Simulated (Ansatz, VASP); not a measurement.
## BeSi2: VASP beside Ansatz

Aim: how closely do two programs agree when they are given the same cell, functional and k mesh? The cell is generated by rule, not measured, and may not be a known phase. The cell is taken from a series of runs on this material, whose earlier steps may have relaxed, scaled, displaced or heated it; both programs get it as it stands.

Calculated with Ansatz 0.2.0; plane waves, with VASP 6.6.1 beside it; zone-centre phonons at PBE.

The structure was built from a prototype and need not be the compound's stable phase.

### 1. The structure

Symmetry: P-3m1, No. 164, trigonal system. The conventional cell has a = 2.986 Å, b = 2.986 Å, c = 5.147 Å, α = 90.00°, β = 90.00°, γ = 120.00°. Nearest to Be lie 6 Si at 2.38 Å. Nearest to Si lie 3 Be at 2.38 Å and 3 Si at 2.54 Å. Farther neighbours are not listed.

### 2. Ansatz: zone-centre phonons, PBE

Ansatz runs on its default PAW (the set named soft_2) files.

Second derivatives magnify differences that forces hide, and they need a tight electronic threshold.

Contents of input.yaml:

```yaml
crystal:
  lattice:
    - [2.9861981695, 0.0, 0.0]
    - [-1.4930990848, 2.5861234755, 0.0]
    - [0.0, 0.0, 5.1474644292]
  atoms:
    - { symbol: Be, position: [0.0, 0.0, 0.0] }
    - { symbol: Si, position: [0.3333333333, 0.6666666667, 0.3187236859] }
    - { symbol: Si, position: [0.6666666667, 0.3333333333, 0.6812763141] }
kpoints:
  mp_grid: { grid: [18, 18, 8] }
hamiltonian:
  xc: pbe
scf:
  occupations: { method: methfessel_paxton, width: 0.2 }
output:
  eigenvalues: true
phonons:
  method: dfpt
  qmesh: [2, 2, 2]
  temperatures: { t_max: 1000, t_step: 50 }
  qpath:
    path:
      - [[0.0, 0.0, 0.0], [0.5, 0.0, 0.0], [0.33333333, 0.33333333, 0.0], [0.0, 0.0, 0.0], [0.0, 0.0, 0.5], [0.5, 0.0, 0.5], [0.33333333, 0.33333333, 0.5], [0.0, 0.0, 0.5]]
      - [[0.5, 0.0, 0.5], [0.5, 0.0, 0.0]]
      - [[0.33333333, 0.33333333, 0.5], [0.33333333, 0.33333333, 0.0]]
    npoints: 10
```

Command:

```sh
ansatz run input.yaml --threads 8 --pin off --max-ram 14336MiB --backend cpu --events-out ev --progress --plain --runs-dir out
```

Numbers of over 12 decimals in the logs are rounded to 6 here.

Output:

```text
Warning: phonons: the dynamical matrix that this run interpolates holds no multipole term above the dipole-dipole one, and a site of this crystal is no centre of inversion, so its interpolated transverse optical and acoustic branches and sound speeds can stay off near Gamma, and the density of states and the thermodynamics with them. What a run solves at a wave vector of phonons.qpoints, Gamma apart, where the deck admits one, is free of this, and under fd what a larger phonons.supercell samples
Engine: ansatz 0.2.0, aarch64-unknown-linux-gnu
Pseudopotentials: kind: paw
Pseudopotential: Be, paw, valence charge 2, recommended cutoff 420 eV (normal), Be.paw.azcp
Pseudopotential: Si, paw, valence charge 4, recommended cutoff 420 eV (normal), Si.paw.azcp
Functional definition: PBE
  parameter kappa = 0.804
  parameter beta = 0.066725
  exchange = pbe_x(kappa = kappa, mu = beta*pi^2/3)
  correlation = pbe_c(beta = beta)
Crystal: 3 atoms, lattice volume = 39.752 Å³
Basis set: ecut = 420 eV, 749 PW (Γ), exchange–correlation on 40×40×72 points (8 copies of the dense FFT grid, shifted against one another)
Bands: 9, of which v1, the nominal top of the filled ones, is band 5 counted from 1 (4 counted from 0)
Symmetry: 12 space group operations
k-points: 266 of 2592
Non-local potential: Be, projectors of the file, l = 0: 2, l = 1: 2, l = 2: 1
Non-local potential: Si, projectors of the file, l = 0: 2, l = 1: 2, l = 2: 2
PAW form: soft (Blöchl's): semilocal exchange-correlation on the pseudo side does not see the compensation charge
PAW one-centre angular grid: Be, 110 points (default); XC on 64 Gauss nodes
PAW one-centre angular grid: Si, 110 points (default); XC on 64 Gauss nodes
Initial density: superposition of atomic densities (neutral atoms: chi_scale 0, normalization atom), corrected by the library's trained network
Initial wavefunctions: pseudopotential atomic-orbital guess
Functional: x = pbe(κ = 0.804, μ = 0.219515), c = pbe(β = 0.066725)
SCF iter   1: F=—  HF=-1362.968160 eV  |F-HF|=—  |Δ(HF+E_count)|=         —  Δρ=2.23e-3  dr2=3.40e-3  ethr=1.77e-3  ⟨swp⟩=5.1  Hψ=18257  notcnv=0
preconditioner: auto → none  [metal: Δε(μ)=0.007 eV  Ē_g=8.633 eV  σ=0.200 eV  W_gap=0.03  n_scr=2 (ndim 8)  ℏωp=18.6 eV  f_vac=0.000  D(μ)=0.85/eV (n_scr^D=2)  sad-step TF]
SCF iter   2: F=—  HF=-1362.967928 eV  |F-HF|=—  |Δ(HF+E_count)|=   2.32e-4  S|Δr|=    0.00e0  Δρ=1.27e-3  dr2=8.11e-4  ethr=3.40e-5  ⟨swp⟩=1.1  Hψ=4560  notcnv=0
SCF iter   3: F=—  HF=-1362.967901 eV  |F-HF|=—  |Δ(HF+E_count)|=   2.71e-5  S|Δr|=    0.00e0  Δρ=3.86e-4  dr2=3.12e-4  ethr=8.11e-6  ⟨swp⟩=1.0  Hψ=2335  notcnv=0
SCF iter   4: F=—  HF=-1362.967830 eV  |F-HF|=—  |Δ(HF+E_count)|=   7.04e-5  S|Δr|=    0.00e0  Δρ=8.03e-5  dr2=5.29e-6  ethr=3.12e-6  ⟨swp⟩=2.1  Hψ=2980  notcnv=0
SCF iter   5: F=—  HF=-1362.967831 eV  |F-HF|=—  |Δ(HF+E_count)|=   3.53e-7  S|Δr|=    0.00e0  Δρ=1.67e-5  dr2=5.03e-8  ethr=5.29e-8  ⟨swp⟩=2.2  Hψ=3137  notcnv=0
SCF iter   6: F=—  HF=-1362.967830 eV  |F-HF|=—  |Δ(HF+E_count)|=   6.15e-7  S|Δr|=    0.00e0  Δρ=6.17e-6  dr2=5.28e-8  ethr=5.03e-10  ⟨swp⟩=2.3  Hψ=3408  notcnv=0
SCF iter   7: F=—  HF=-1362.967830 eV  |F-HF|=—  |Δ(HF+E_count)|=   1.27e-8  S|Δr|=    0.00e0  Δρ=9.16e-7  dr2=1.09e-9  ethr=5.03e-10  ⟨swp⟩=2.2  Hψ=3003  notcnv=0
SCF iter   8: F=-1362.967830 eV  HF=-1362.967830 eV  |F-HF|=1.36e-12  |Δ(HF+E_count)|=  2.71e-10  S|Δr|=    0.00e0  Δρ=5.10e-8  dr2=1.52e-12  ethr=1.00e-12  ⟨swp⟩=5.5  Hψ=11932  notcnv=0
SCF 1 converged in 8 iterations: F = -1362.967830 eV  dr2 = 1.52e-12
  greatest PAW one-centre occupation: 0.665 electrons in one spin orbital (limit 2), on the Si atom at site 2 (counted from 0), in its partial waves of l = 0
Initial density: read from a saved state, or passed on in memory by an earlier SCF of this step, an earlier step, the calling program or the single point that the run made first
iter 1 solved again at ethr=2.18e-7 eV; its pass at ethr=3.10e-3 eV (dr2=2.18e-5 eV) is discarded
SCF iter   1: F=—  HF=-1362.967829 eV  |F-HF|=—  |Δ(HF+E_count)|=         —  Δρ=1.85e-7  dr2=1.90e-11  ethr=2.18e-7  ⟨swp⟩=3.0  Hψ=25405  notcnv=0
eigensolver tolerance schedule: the retry pair's looser diagonalisation over-reported the residual by 1143712.50 of it (diagonalisation noise at an unbounded share of the residual, at the tolerance the schedule requests for it); recorded, not acted on — ethr = c·dr2/N_el stays at c = 1.0e-1
preconditioner: auto → none  [metal: Δε(μ)=0.006 eV  Ē_g=8.631 eV  σ=0.200 eV  W_gap=0.02  n_scr=2 (ndim 8)  ℏωp=18.6 eV  f_vac=0.000  D(μ)=0.84/eV (n_scr^D=2)]
SCF iter   2: F=—  HF=-1362.967830 eV  |F-HF|=—  |Δ(HF+E_count)|=   9.22e-7  S|Δr|=    0.00e0  Δρ=1.95e-7  dr2=5.90e-11  ethr=1.00e-12  ⟨swp⟩=3.2  Hψ=4972  notcnv=0
SCF iter   3: F=-1362.967830 eV  HF=-1362.967830 eV  |F-HF|=4.55e-12  |Δ(HF+E_count)|=  1.32e-11  S|Δr|=    0.00e0  Δρ=1.01e-7  dr2=7.21e-12  ethr=1.00e-12  ⟨swp⟩=1.5  Hψ=6346  notcnv=0
SCF 2 converged in 3 iterations: F = -1362.967830 eV  dr2 = 7.21e-12
phonons: the bands overlap, so this run is a metal and interpolates without the dipole-dipole term. If the crystal is really an insulator or semiconductor, its LO-TO splitting is missing
NSCF: frozen V_eff on 266 k-points
WARN: eigensolver did not converge in 10 slots of this pass, the one above among them; of largest residual over every band (k=1): 1 band(s) unlocked (lowest unlocked band 8, counted from 0; max residual 3.15e-1 eV among the unlocked bands, 3.15e-1 eV over every band); of lowest unlocked band (k=1): band 8
NSCF: frozen V_eff on 695 k-points
DFPT response loops at q = (0, 0, 0) (fractional): preconditioner auto → Kerker (q_TF=auto, 2.168 Å⁻¹) (partly filled bands, converged f_vac=0.000); β = 1.00, the filter's whole step (`scf.mixing.beta` (0.50) is not read by the response loops under this deck's `scf.mixing.preconditioner`; to damp them name `kerker` or `kerker_dos`, under which they read `scf.mixing.beta`, and type it under 1.00, their step now; both keys bind the ground state too); Broyden in place of MSR1
NSCF: frozen V_eff on 1390 k-points
DFPT response loops at q = (0, 0, -0.5) (fractional): mixed as the last ones told, above
NSCF: frozen V_eff on 1390 k-points
DFPT response loops at q = (0, -0.5, 0) (fractional): mixed as the last ones told, above
NSCF: frozen V_eff on 1390 k-points
DFPT response loops at q = (0, -0.5, -0.5) (fractional): mixed as the last ones told, above
SCF converged after 8 iterations
Stability not checked: this state was not tested for a lower state beside it, because cold or Methfessel-Paxton smearing, or corrected tetrahedra, fill the levels in a way that the test cannot read (fill_not_monotonic; see scf.lower_state_search)
Free energy (F): -1362.967830 eV
Harris-Foulkes:  -1362.967830 eV  (|F-HF|=1.36e-12)
Internal energy: -1362.970227 eV  (E = F + TS)
E sigma→0 (E₀):  -1362.968429 eV
Entropy (-TS):   0.002396 eV (0.799 meV/atom)
Fermi energy:    9.195995 eV
--- Per-component energies (eV) ---
  E_band       = 37.789333
  E_kinetic    = 100.669521
  E_local      = -6.486023  (includes V_loc(G=0)·N_el)
  E_nonlocal   = 55.797979
  E_hartree    = 4.183265
  E_xc         = -130.701762
  E_vxc        = -115.055261  (∫ρ·V_xc dr)
  E_paw        = -1084.166118  (= ΣΔE_a)
  E_vpaw       = -5.503430  (= ΣTr[D̂ρ^β])
  E_aug_tail   = 0.000013  (compensation charges beyond the density's cutoff)
  E_ewald      = -302.267102
  E_smearing   = 0.002396  (= −TS)
  E_closure    = 0.000000  (closes the sum)
  Σ components = -1362.967830   (vs F -1362.967830, Δ=0.00e0)
--- Band table (eV; the first three rows and the last of 266) ---
  k-point 0: bands = ["-4.3613", "0.5147", "2.1291", "14.2111", "14.2111", "14.4038", "14.4038", "15.3303", "17.2184"]
  k-point 1: bands = ["-4.3032", "-0.0439", "2.8387", "13.9682", "14.1915", "14.1915", "14.5292", "14.5292", "18.4207"]
  k-point 2: bands = ["-4.1430", "-0.8618", "4.1027", "12.0538", "14.1971", "14.1971", "14.8300", "14.8300", "17.5063"]
  k-point 265: bands = ["2.7336", "2.7336", "3.9868", "4.5248", "4.5248", "5.7906", "13.1410", "13.2859", "13.2859"]
--- Phonons (Γ-DFPT): 4 representative perturbations + reference (Σ response iterations 12) ---
  ASR residual: 1.529e-4 → 0.000e0 eV/Å²; symmetrization residual: 7.607e-8 eV/Å²
  ASR residual per site (eV/Å²): 1.53e-4 2.35e-5 2.35e-5
  Γ frequencies (cm⁻¹): 0.00 0.00 0.00 170.15 170.15 311.01 311.01 363.45 514.05
--- Phonons (arbitrary-q DFPT): 4 irreducible q on the 2×2×2 mesh ---
  q = [0.0000, 0.0000, 0.0000] (star 1, of the zone-centre solve; hermiticity 1.75e-8, symmetrization 5.62e-12): 0.00 0.00 0.00 170.15 170.15 311.01 311.01 363.45 514.05
  q = [0.0000, 0.0000, -0.5000] (star 1, 4 solved perturbations in 1922 linear systems a pass and spin channel, the states on 695 of 2592 k-point pairs; hermiticity 5.48e-8, symmetrization 5.02e-8): 111.77 111.77 119.15 119.15 210.61 277.00 277.00 281.55 509.44
  q = [0.0000, -0.5000, 0.0000] (star 3, 6 solved perturbations on 695 of 2592 k-point pairs; hermiticity 5.07e-7, symmetrization 1.00e-6): -180.16 113.51 124.53 177.54 218.82 257.19 262.37 336.65 472.48
  q = [0.0000, -0.5000, -0.5000] (star 3, 6 solved perturbations on 695 of 2592 k-point pairs; hermiticity 3.14e-7, symmetrization 4.16e-7): -148.73 -63.17 112.22 131.34 139.07 257.45 301.19 370.76 470.89
  sum rule: each row above includes the acoustic sum rule's correction from the zone centre's row sums; it moved no ω² by more than (2.15 cm⁻¹)²
  mesh force constants: q→R imaginary residual 2.66e-17; ASR residual 1.529e-4 → 0.000e0 eV/Å²; symmetrization residual 5.329e-15 eV/Å²
  interpolated dispersion: 93 rows × 9 modes
  density of states and harmonic sums: on the 24×24×12 q-mesh, interpolated from the force constants of a 2×2×2 supercell (no non-analytic term)
  largest difference from the sums on the solved wave vectors: F 1.31e-1 eV, S 1.68e-4 and C_V 4.37e-5 eV/K
  zero-point energy: 0.116200 eV/cell   skipped modes (ω ≤ 0): 700, of them read as no rigid motion or as one in doubt: 697 (1.069e0 modes/cell left out, lowest -180.16 cm⁻¹)   left out of the sums: 1.19e-1 of the cell's modes: C_V's classical limit lies that fraction below 3 k_B per atom; for a crystal, a wire or a layer, F and S can be off by more, and a phonons.interpolated_qmesh denser along its periods is the remedy for the sampling
```

(Continued in part 2 of 2.)

[Lines on the potential files, build, host, timing and source positions are cut from VASP's logs without a mark.]

[Logs are printed without paths, hosts, clocks, repeated set-up lines and the standing remarks that a program may print on its own settings, such as how far it seeks lower states.]

[Hosts, paths, dates, database ids (printed as entryN), source tags and the programs' standing remarks are cut or masked in the printed files.]
